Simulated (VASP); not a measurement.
Crystal: NbWS4.

```
CELL_PARAMETERS angstrom
5.66366 0.00000 0.00000
-2.83183 4.90487 0.00000
0.00000 0.00000 4.52965
ATOMIC_POSITIONS crystal
Nb 0.66667 0.33333 0.00000
W 0.00000 0.00000 0.00000
S 0.33333 0.66667 0.00000
S 0.65842 0.82921 0.50000
S 0.17079 0.82921 0.50000
S 0.17079 0.34158 0.50000
```

The cell was built by a generator and needn't be a form met in nature.

* Program: VASP 6.6.1
* Task: relaxation of cell and atoms
* Functional: PBE
* Potentials or basis: VASP PAW PBE potentials, release 64 (Nb_sv, W_sv, S)
* Cutoff: 520 eV
* k mesh: 3 × 3 × 3
* Occupations: gaussian, width 0.15 eV
* Spin: no spin polarisation

At the start: pressure -17.5 GPa; volume 20.97 Å³/atom.

Problem. How do energy, volume and symmetry change on relaxing?

Solution. Over 9 steps the energy falls by 380.7 meV/atom and the volume is 16.70 Å³/atom (-20.4 %); space group P-6m2 (No. 187, to 0.05 Å).

Step by step:
```csv
step,energy change (eV),largest force (eV/Å),pressure (GPa),volume (Å³)
1,0.0000,1.9220,-17.49,125.83
2,-1.7110,0.2522,17.11,88.58
3,-2.1554,1.1424,1.17,97.91
4,-2.1552,1.1010,1.82,97.40
5,-2.2638,0.0725,1.74,98.27
6,-2.2656,0.0435,1.89,98.37
7,-2.2759,0.1073,-1.35,101.14
8,-2.2786,0.0642,-0.52,100.22
9,-2.2844,0.0456,-0.11,100.20
```

Final structure:
```cif
data_structure
_symmetry_space_group_name_H-M 'P 1'
_symmetry_Int_Tables_number 1
_cell_length_a 5.2780
_cell_length_b 5.2780
_cell_length_c 4.1534
_cell_angle_alpha 90.000
_cell_angle_beta 90.000
_cell_angle_gamma 120.000
_cell_volume 100.20
loop_
_atom_site_label
_atom_site_type_symbol
_atom_site_fract_x
_atom_site_fract_y
_atom_site_fract_z
_atom_site_occupancy
Nb1 Nb 0.66667 0.33333 0.00000 1
W1 W 0.00000 0.00000 0.00000 1
S1 S 0.33333 0.66667 0.00000 1
S2 S 0.68662 0.84331 0.50000 1
S3 S 0.15669 0.84331 0.50000 1
S4 S 0.15669 0.31338 0.50000 1
```

Caveat: the k mesh is coarse (spacing up to 0.46 Å⁻¹), so the values aren't converged; the volume moved by over 15 % at a fixed basis, so the end points are rough.
